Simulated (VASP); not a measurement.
Method: PBE GGA, VASP's PBE PAW potentials (set 64) (plane waves; VASP).

Input for VASP

**KPOINTS**
```
Automatic mesh
0
Gamma
9 9 9
0 0 0
```

### POSCAR
```
AlN
1.0
  0.0000000000   2.1311120000   2.1311120000
  2.1311120000   0.0000000000   2.1311120000
  2.1311120000   2.1311120000   0.0000000000
Al N
1 1
Cartesian
  0.0000000000   0.0000000000   0.0000000000
  3.1966680000   3.1966680000   3.1966680000
```

INCAR:
```
ALGO = Normal
EDIFF = 1E-6
ENCUT = 400
GGA = PE
ISIF = 2
ISMEAR = 0
LASPH = .TRUE.
LCHARG = .FALSE.
LREAL = .FALSE.
LWAVE = .FALSE.
NELM = 100
PREC = Accurate
SIGMA = 0.01
SYSTEM = AlN
```

POTCAR, in this order: Al N (PBE.64 set). Program: vasp_std.

Output

**OSZICAR**
```
       N       E                     dE             d eps       ncg     rms          rms(c)
DAV:   1     0.228577084220E+01    0.22858E+01   -0.36315E+03   632   0.657E+02
DAV:   2    -0.169714556595E+02   -0.19257E+02   -0.18857E+02   736   0.115E+02
DAV:   3    -0.172246577929E+02   -0.25320E+00   -0.25320E+00   704   0.168E+01
DAV:   4    -0.172252272312E+02   -0.56944E-03   -0.56944E-03   808   0.714E-01
DAV:   5    -0.172252275041E+02   -0.27292E-06   -0.27292E-06   712   0.165E-02    0.894E+00
DAV:   6    -0.147416656208E+02    0.24836E+01   -0.13137E+01   560   0.232E+01    0.312E+00
DAV:   7    -0.147221027919E+02    0.19563E-01   -0.13444E-01   696   0.344E+00    0.218E+00
DAV:   8    -0.147163937953E+02    0.57090E-02   -0.16671E-02   576   0.174E+00    0.397E-01
DAV:   9    -0.147162008084E+02    0.19299E-03   -0.57695E-04   776   0.174E-01    0.217E-01
DAV:  10    -0.147162952417E+02   -0.94433E-04   -0.18428E-04   592   0.121E-01    0.161E-02
DAV:  11    -0.147162968568E+02   -0.16151E-05   -0.34475E-06   752   0.155E-02    0.131E-02
DAV:  12    -0.147162971065E+02   -0.24973E-06   -0.61279E-07   304   0.765E-03
   1 F= -.14716297E+02 E0= -.14716297E+02  d E =-.823983E-12
```

### OUTCAR
```
------------------------ aborting loop because EDIFF is reached ----------------------------------------
  FORCE on cell =-STRESS in cart. coord.  units (eV):
  Direction    XX          YY          ZZ          XY          YZ          ZX
  --------------------------------------------------------------------------------------
  Total        2.2530973      2.2530973      2.2530973      0.0000000      0.0000000     -0.0000000
  in kB      186.4840586    186.4840586    186.4840586      0.0000000      0.0000000     -0.0000000
  external PRESSURE =     186.4840586 kB  Pullay stress =       0.0000000 kB
  volume of cell :       19.36
      direct lattice vectors                 reciprocal lattice vectors
     0.000000000  2.131112000  2.131112000    -0.234619297  0.234619297  0.234619297
     2.131112000  0.000000000  2.131112000     0.234619297 -0.234619297  0.234619297
     2.131112000  2.131112000  0.000000000     0.234619297  0.234619297 -0.234619297
  FREE ENERGIE OF THE ION-ELECTRON SYSTEM (eV)
  ---------------------------------------------------
  free  energy   TOTEN  =       -14.7162971065 eV

  energy  without entropy=      -14.7162971065  energy(sigma->0) =      -14.71629711
```
(Selected blocks of OUTCAR.)

**OUTCAR**
```
 val. band max:        6.6901664076   @ k =   0.0000   0.0000   0.0000

 cond. band min:      10.2390963373   @ k =   0.4444   0.4444   0.0000


 Fermi energy:         6.7315835157

 k-point     1 :       0.0000    0.0000    0.0000
  band No.  band energies     occupation
      1      -8.7397      2.00000
      2       6.6902      2.00000
      3       6.6902      2.00000
      4       6.6902      2.00000
      5      11.5467      0.00000
      6      19.9951      0.00000
      7      19.9951      0.00000
      8      19.9951      0.00000

 k-point     2 :       0.1111    0.0000    0.0000
  band No.  band energies     occupation
      1      -8.5435      2.00000
      2       5.7135      2.00000
      3       6.6283      2.00000
      4       6.6283      2.00000
      5      12.3134      0.00000
      6      19.5227      0.00000
      7      20.1578      0.00000
      8      20.1578      0.00000

 k-point     3 :       0.2222    0.0000    0.0000
  band No.  band energies     occupation
      1      -7.9912      2.00000
      2       3.8055      2.00000
      3       6.4712      2.00000
      4       6.4712      2.00000
      5      13.5366      0.00000
      6      18.5840      0.00000
      7      19.8485      0.00000
      8      19.8485      0.00000

 k-point     4 :       0.3333    0.0000    0.0000
  band No.  band energies     occupation
      1      -7.2191      2.00000
      2       1.9366      2.00000
      3       6.3125      2.00000
      4       6.3125      2.00000
      5      14.3497      0.00000
      6      17.7200      0.00000
      7      18.9468      0.00000
      8      18.9468      0.00000

 k-point     5 :       0.4444    0.0000    0.0000
  band No.  band energies     occupation
      1      -6.5714      2.00000
      2       0.6925      2.00000
      3       6.2148      2.00000
      4       6.2148      2.00000
      5      14.7021      0.00000
      6      17.1552      0.00000
      7      18.3788      0.00000
...
```

At this cut-off the stress carries a Pulay error, which pulls relaxed volumes low.

The structure comes from a computed database's AlN entry; how it stands against other phases isn't given here. The cell was not relaxed at this level, and its volume differs by -5.9 % from the start's.
